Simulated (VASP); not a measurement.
All values below come from PBEsol GGA, VASP's PBE PAW potentials (set 64) (plane waves; VASP 6.6.1).

VASP ran on this input.

KPOINTS:
```
Automatic mesh
0
Gamma
10 10 6
0 0 0
```

File POSCAR:
```
BN
2.5174070
  0.4847742603  -0.8746393045   0.0000000000
  0.4847742603   0.8746393045   0.0000000000
  0.0000000000   0.0000000000   1.6035622935
B N
2 2
Direct
  0.6666670000   0.3333330000   0.5002486094
  0.3333330000   0.6666670000   0.0002486094
  0.6666670000   0.3333330000   0.8747513906
  0.3333330000   0.6666670000   0.3747513906
```

INCAR:
```
SYSTEM = BN
PREC = Accurate; ENCUT = 600; LREAL = .False.
LASPH = .True.
EDIFF = 1E-7; NELM = 100; ALGO = Normal
ISMEAR = 0; SIGMA = 0.05
GGA = PS
ISIF = 2
LWAVE = .False.; LCHARG = .False.
```

POTCAR, in this order: B N (PBE.64 set). Program: vasp_std.

The run wrote:

### OSZICAR
```
       N       E                     dE             d eps       ncg     rms          rms(c)
DAV:   1     0.595391507816E+02    0.59539E+02   -0.95962E+03  2976   0.147E+03
DAV:   2    -0.356816541629E+02   -0.95221E+02   -0.89068E+02  4116   0.322E+02
DAV:   3    -0.385560871047E+02   -0.28744E+01   -0.28624E+01  3956   0.548E+01
DAV:   4    -0.385720695529E+02   -0.15982E-01   -0.15969E-01  3720   0.417E+00
DAV:   5    -0.385722452304E+02   -0.17568E-03   -0.17563E-03  3884   0.402E-01    0.100E+01
DAV:   6    -0.366263807177E+02    0.19459E+01   -0.43962E+00  3616   0.188E+01    0.497E+00
DAV:   7    -0.363992318926E+02    0.22715E+00   -0.31514E-01  3680   0.584E+00    0.280E+00
DAV:   8    -0.363534699777E+02    0.45762E-01   -0.74869E-02  3432   0.252E+00    0.234E-01
DAV:   9    -0.363525039409E+02    0.96604E-03   -0.27680E-03  3848   0.601E-01    0.138E-01
DAV:  10    -0.363525727669E+02   -0.68826E-04   -0.15655E-04  3600   0.135E-01    0.220E-02
DAV:  11    -0.363525717983E+02    0.96860E-06   -0.30794E-05  3792   0.522E-02    0.122E-02
DAV:  12    -0.363525724263E+02   -0.62804E-06   -0.31191E-06  3704   0.178E-02    0.207E-03
DAV:  13    -0.363525724952E+02   -0.68843E-07   -0.11269E-07  2580   0.372E-03
   1 F= -.36352572E+02 E0= -.36352572E+02  d E =-.640452E-17
```

### OUTCAR
```
------------------------ aborting loop because EDIFF is reached ----------------------------------------
  FORCE on cell =-STRESS in cart. coord.  units (eV):
  Direction    XX          YY          ZZ          XY          YZ          ZX
  --------------------------------------------------------------------------------------
  Total        6.6267512      1.1999542      7.2912978      0.0000000      0.0000000      0.0000000
  in kB      489.4029348     88.6197643    538.4814409      0.0000000      0.0000000      0.0000000
  external PRESSURE =     372.1680467 kB  Pullay stress =       0.0000000 kB
  volume of cell :       21.69
      direct lattice vectors                 reciprocal lattice vectors
     1.220374116 -2.201823108  0.000000000     0.409710427 -0.227084546  0.000000000
     1.220374116  2.201823108  0.000000000     0.409710427  0.227084546  0.000000000
     0.000000000  0.000000000  4.036818943     0.000000000  0.000000000  0.247719805
  FREE ENERGIE OF THE ION-ELECTRON SYSTEM (eV)
  ---------------------------------------------------
  free  energy   TOTEN  =       -36.3525724952 eV

  energy  without entropy=      -36.3525724952  energy(sigma->0) =      -36.35257250
```
(Selected blocks of OUTCAR.)

The compound is BN in the wurtzite structure, a metastable high-pressure form. This cell was strained or had an atom moved on purpose.
